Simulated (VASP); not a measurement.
# NiMoIrPdW (P-6m2) in VASP: relaxation of cell and atoms with PBE

Aim: the relaxation of cell and atoms of NiMoIrPdW with PBE.

Everything below comes from runs of VASP 6.6.1. Logs are shortened: lines on timing, memory, paths and dates and some standing lists are left out, and cuts for length are marked.

## (1) The crystal as given

Symmetry: P-6m2, No. 187, hexagonal system. Conventional cell: a = 4.447 Å, b = 4.447 Å, c = 4.679 Å, α = 90.00°, β = 90.00°, γ = 120.00°. Around Ni (site symmetry -6m2) lie 2 Mo at 2.34 Å and 3 W at 2.57 Å. Mo (site symmetry -6m2) is surrounded by 2 Ni at 2.34 Å and 3 Pd at 2.57 Å and 3 Ir at 2.57 Å. Pd (site symmetry -6m2) is surrounded by 3 Mo at 2.57 Å and 3 Ir at 2.57 Å. Around Ir (site symmetry -6m2) lie 2 W at 2.34 Å and 3 Mo at 2.57 Å and 3 Pd at 2.57 Å. Around W (site symmetry -6m2) lie 2 Ir at 2.34 Å and 3 Ni at 2.57 Å.

The cell was built by a generator and needn't be a form met in nature.

## (2) Relaxation of cell and atoms, PBE, collinear spin, ferromagnetic start

Contents of INCAR:

```
PREC = Normal ; ENCUT = 520
EDIFF = 1E-4 ; ISMEAR = 0
SIGMA = 0.15 ; LREAL = False
LASPH = True ; NELM = 60
ALGO = Fast ; ISIF = 3
LWAVE = False ; LCHARG = False
ISPIN = 2 ; MAGMOM = 1 1 0 0.6 0
LORBIT = 11 ; LMAXMIX = 4
GGA = PE ; IBRION = 2
NSW = 24 ; EDIFFG = -0.08
```

Contents of KPOINTS:

```
regular mesh
0
Gamma
  5 5 4
```

Contents of POSCAR:

```
NiMoIrPdW
1.0
    4.4470945700      0.0000000000      0.0000000000
   -2.2235472800      3.8512968700      0.0000000000
    0.0000000000      0.0000000000      4.6789501200
Ni Mo Pd Ir W
1 1 1 1 1
Direct
    0.0000000000      0.0000000000      0.0000000000
    0.0000000000      0.0000000000      0.5000000000
    0.3333333300      0.6666666700      0.5000000000
    0.6666666700      0.3333333300      0.5000000000
    0.6666666700      0.3333333300      0.0000000000
```

Potentials or basis: VASP PAW PBE potentials, release 64 (Ni, Mo_sv, Pd, Ir, W_sv).

Run with:

```bash
> cat potpaw_PBE.64/Ni/POTCAR potpaw_PBE.64/Mo_sv/POTCAR potpaw_PBE.64/Pd/POTCAR potpaw_PBE.64/Ir/POTCAR potpaw_PBE.64/W_sv/POTCAR > POTCAR
> mpirun -np 1 vasp_std > vasp.out
```

OUTCAR:

```text
PREC = Normal
   ENCUT = 520
   EDIFF = 1E-4
   ISMEAR = 0
   LREAL = False
   LASPH = True
   NELM = 60
   ISIF = 3
   ISPIN = 2
   LORBIT = 11
   GGA = PE
   IBRION = 2
   NSW = 24
   EDIFFG = -0.08

 ion  position               nearest neighbor table
   1  0.000  0.000  0.000-   2 2.34   2 2.34   5 2.57   5 2.57   5 2.57
   2  0.000  0.000  0.500-   1 2.34   1 2.34   4 2.57   3 2.57   3 2.57   4 2.57   4 2.57   3 2.57
                             5 3.47   5 3.47   5 3.47   5 3.47   5 3.47   5 3.47
   3  0.333  0.667  0.500-   2 2.57   4 2.57   4 2.57   2 2.57   2 2.57   4 2.57
   4  0.667  0.333  0.500-   5 2.34   5 2.34   2 2.57   3 2.57   3 2.57   2 2.57   2 2.57   3 2.57

   5  0.667  0.333  0.000-   4 2.34   4 2.34   1 2.57   1 2.57   1 2.57   2 3.47   2 3.47   2 3.47
                             2 3.47   2 3.47   2 3.47

  LATTYP: Found a hexagonal cell.
 ALAT       =     4.4470945700
 C/A-ratio  =     1.0521364109

  Lattice vectors:

 A1 = (   4.4470945700,   0.0000000000,   0.0000000000)
 A2 = (  -2.2235472800,   3.8512968700,   0.0000000000)
 A3 = (   0.0000000000,   0.0000000000,   4.6789501200)

Analysis of symmetry for initial positions (statically):
=====================================================================
 Subroutine PRICEL returns:
 Original cell was already a primitive cell.

 Routine SETGRP: Setting up the symmetry group for a
 hexagonal supercell.

 Subroutine GETGRP returns: Found 12 space group operations
 (whereof 12 operations were pure point group operations)
 out of a pool of 24 trial point group operations.

The static configuration has the point symmetry D_3h.

Analysis of symmetry for dynamics (positions and initial velocities):
=====================================================================
 Subroutine PRICEL returns:
 Original cell was already a primitive cell.

 Routine SETGRP: Setting up the symmetry group for a
 hexagonal supercell.

 Subroutine GETGRP returns: Found 12 space group operations
 (whereof 12 operations were pure point group operations)
 out of a pool of 24 trial point group operations.

The dynamic configuration has the point symmetry D_3h.

Analysis of structural, dynamic, and magnetic symmetry:
=====================================================================
 Subroutine PRICEL returns:
 Original cell was already a primitive cell.

 Routine SETGRP: Setting up the symmetry group for a
 hexagonal supercell.
[... 121 lines left out ...]
     AMIX_MAG =   1.60;   BMIX_MAG =  1.00
  volume/ion in A,a.u.               =      16.03       108.16
  Fermi-wavevector in a.u.,A,eV,Ry     =   1.461355  2.761561 29.056054  2.135560
  Thomas-Fermi vector in A             =   2.577697
   LORBIT       =     11    0 simple, 1 ext, 2 COOP (PROOUT), +10 PAW based schemes
   GGA     = PE    functional components
   LHFCALC =     F    Hartree Fock is set to
   AEXX    =    0.0000 exact exchange contribution
   IVDW    =     0    specifies the selected vdW correction
   LEPSILON=     F    determine dielectric tensor
   LRPA    =     F    only Hartree local field effects (RPA)
 conjugate gradient relaxation of ions
 spin polarized calculation
 RMM-DIIS sequential band-by-band and
 Gauss-broadening in eV      SIGMA  =   0.15
  energy-cutoff  :      520.00
  volume of cell :       80.14
 maximum number of plane-waves:      2170
   NGX = 17   NGY = 17   NGZ = 17

--------------------------------------- Ionic step        1  -------------------------------------------

 number of electron      57.0000006 magnetization       0.0028034

 number of electron      57.0000006 magnetization      -0.0000072

 Free energy of the ion-electron system (eV)
  ---------------------------------------------------
  ext. energy  EPLUGINS =         0.00000000
  ---------------------------------------------------
  free energy    TOTEN  =       -39.25636850 eV

  energy without entropy =      -39.21719183  energy(sigma->0) =      -39.23678017

------------------------ aborting loop because EDIFF is reached ----------------------------------------

  FORCE on cell =-STRESS in cart. coord.  units (eV):
  Direction    XX          YY          ZZ          XY          YZ          ZX
  --------------------------------------------------------------------------------------
  -------------------------------------------------------------------------------------
  Total       11.3395417     11.3395417     10.8709009      0.0000000     -0.0000000      0.0000000
  in kB      226.7118954    226.7118953    217.3423415      0.0000003     -0.0000000      0.0000000
  external PRESSURE =     223.5887107 kB  Pullay stress =       0.0000000 kB
[... 311 lines left out ...]
--------------------------------------- Ionic step        9  -------------------------------------------

 number of electron      56.9999973 magnetization      -0.0000089

 Free energy of the ion-electron system (eV)
  ---------------------------------------------------
  ext. energy  EPLUGINS =         0.00000000
  ---------------------------------------------------
  free energy    TOTEN  =       -39.74233057 eV

  energy without entropy =      -39.69939220  energy(sigma->0) =      -39.72086138

 E-fermi :   8.0792     XC(G=0): -12.0850

 val. band max:        8.0425263511   @ k =   0.4000  -0.0000   0.0000
 cond. band min:       8.0869112162   @ k =   0.4000   0.2000   0.5000
 fundamental gap:      0.0443848651
 Fermi energy:         8.0792421648

 spin component 1

 k-point     1 :       0.0000    0.0000    0.0000
  band No.  band energies     occupation
      1     -66.5493      1.00000
      2     -53.2547      1.00000
      3     -30.7233      1.00000
      4     -30.6894      1.00000
      5     -30.6894      1.00000
      6     -27.4397      1.00000
[... 559 lines left out ...]
     34       9.4857      0.00000
     35       9.7945      0.00000
 Fermi energy:         8.0792421648

 spin component 2

 k-point     1 :       0.0000    0.0000    0.0000
  band No.  band energies     occupation
      1     -66.5492      1.00000
      2     -53.2547      1.00000
      3     -30.7232      1.00000
      4     -30.6894      1.00000
      5     -30.6894      1.00000
      6     -27.4397      1.00000
[... 591 lines left out ...]
  FREE ENERGIE OF THE ION-ELECTRON SYSTEM (eV)
  ---------------------------------------------------
  free  energy   TOTEN  =       -39.7423305675 eV

  energy  without entropy=      -39.6993921998  energy(sigma->0) =      -39.72086138

 reached required accuracy - stopping structural energy minimisation

 total charge

# of ion       s       p       d       tot
------------------------------------------
    1        0.565   0.414   8.311   9.290
    2        2.361   6.166   3.832  12.360
    3        0.510   0.505   8.541   9.557
    4        0.849   0.729   7.138   8.717
    5        2.396   6.181   3.263  11.840
--------------------------------------------------
tot          6.682  13.996  31.085  51.763

 magnetization (x)

# of ion       s       p       d       tot
------------------------------------------
    1        0.000  -0.000  -0.000  -0.000
    2       -0.000  -0.000  -0.000  -0.000
    3       -0.000  -0.000  -0.000  -0.000
    4       -0.000  -0.000  -0.000  -0.000
    5        0.000   0.000   0.000   0.000
--------------------------------------------------
tot          0.000  -0.000  -0.000  -0.000
```

CONTCAR:

```text
NiMoIrPdW
   1.00000000000000
     4.5930743649092722    0.0000000001909600    0.0000000000000000
    -2.2965371771251308    3.9777190806706759    0.0000000000000000
    -0.0000000000000000   -0.0000000000000000    4.8005753977990038
  Ni              Mo              Pd              Ir              W
     1     1     1     1     1
Direct
     0.0000000000000000    0.0000000000000000    0.0000000000000000
     0.0000000000000000    0.0000000000000000    0.5000000000000000
     0.3333333300000021    0.6666666699999979    0.5000000000000000
     0.6666666699999979    0.3333333300000021    0.5000000000000000
     0.6666666699999979    0.3333333300000021    0.0000000000000000

  0.00000000E+00  0.00000000E+00  0.00000000E+00
  0.00000000E+00  0.00000000E+00  0.00000000E+00
  0.00000000E+00  0.00000000E+00  0.00000000E+00
  0.00000000E+00  0.00000000E+00  0.00000000E+00
  0.00000000E+00  0.00000000E+00  0.00000000E+00
```

Wall time 4.9 min (1 thread of Intel Xeon Platinum 8488C (Sapphire Rapids), shared host); peak memory 0.23 GiB.

Results:

* Free energy: -39.7423 eV
* Relaxed volume: 17.54 Å³/atom
* Relaxed cell: a = 4.593 Å, b = 4.593 Å, c = 4.801 Å, α = 90.00°, β = 90.00°, γ = 120.00°
* Space group after relaxing (to 0.05 Å): P-6m2 (No. 187)
* Energy gained by relaxing: 97.2 meV/atom
* Ionic steps: 9
* Pressure after relaxing: 0.5 GPa
* Band gap on the k mesh: none (metal or under the smearing width)
* Net moment: 0.00 μB per cell
* Valence electrons inside the program's atomic spheres: Ni 9.29; Mo 12.36; Pd 9.56; Ir 8.72; W 11.84

The path:
```csv
step,energy change (eV),largest force (eV/Å),pressure (GPa),volume (Å³)
1,0.0000,0.0000,22.36,80.14
2,1.5244,0.0000,-24.09,108.98
3,-0.4823,0.0000,-1.22,88.38
4,-0.4842,0.0000,-1.03,87.91
5,-0.4491,0.0000,4.87,85.64
6,-0.4834,0.0000,0.75,87.51
7,-0.4840,0.0000,0.48,87.68
8,-0.4848,0.0000,0.75,87.72
9,-0.4860,0.0000,0.50,87.71
```

Final structure:
```
Ni Mo Pd Ir W
1.0
     4.59307    0.00000    0.00000
    -2.29654    3.97772    0.00000
     0.00000    0.00000    4.80058
Ni Mo Pd Ir W
1 1 1 1 1
Direct
  0.00000 0.00000 0.00000
  0.00000 0.00000 0.50000
  0.33333 0.66667 0.50000
  0.66667 0.33333 0.50000
  0.66667 0.33333 0.00000
```

Levels at points of the mesh, in eV from the Fermi level:
Spin up:
| k point | band 26 | band 27 | band 28 | band 29 | band 30 | band 31 | band 32 | band 33 |
| --- | --- | --- | --- | --- | --- | --- | --- | --- |
| (0.00, 0.00, 0.00) | -1.23 | -1.00 | -0.57 | -0.57 | 0.28 | 1.01 | 1.01 | 2.54 |
| (0.00, 0.00, 0.50) | -1.71 | -1.62 | -0.82 | -0.70 | -0.52 | -0.52 | 0.48 | 0.48 |
Spin down:
```
           k point  band 26  band 27  band 28  band 29  band 30  band 31  band 32  band 33
(0.00, 0.00, 0.00)    -1.23    -1.00    -0.57    -0.57     0.28     1.01     1.01     2.54
(0.00, 0.00, 0.50)    -1.71    -1.62    -0.82    -0.70    -0.52    -0.52     0.48     0.48
```

Caveat: the relaxation stopped at a loose force limit of 0.08 eV/Å, so its end isn't a converged minimum. The run has no spin-orbit coupling, so splittings on Ir, W are missing.
